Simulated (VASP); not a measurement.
Here is the system:

```xyz
1
Lattice="0.0000 2.5967 2.5967 2.5967 0.0000 2.5967 2.5967 2.5967 0.0000" Properties=species:S:1:pos:R:3 pbc="T T T"
Yb     0.0000     0.0000     0.0000
```

All values below come from optB86b-vdW, VASP's PBE PAW potentials (set 64) (plane waves; VASP 6.6.1). Run with 520 eV cut-off, 9×9×9 Γ-centred mesh, Gaussian smearing of 0.050 eV, potentials Yb_2.

The 4f electrons are frozen in the core of the lanthanide potential, so 4f levels, which can set the real gap, and their magnetism are missing.

**Question.** Give the stress tensor in GPa (positive for a compressed cell).

**Answer.** 
```
1.45  0.00  0.00
0.00  1.45  0.00
0.00  0.00  1.45
```
The pressure is its mean diagonal, 1.45 GPa.

The compound is Yb in the fcc structure. This cell is one point of a volume scan, at 0.94 of the reference volume.
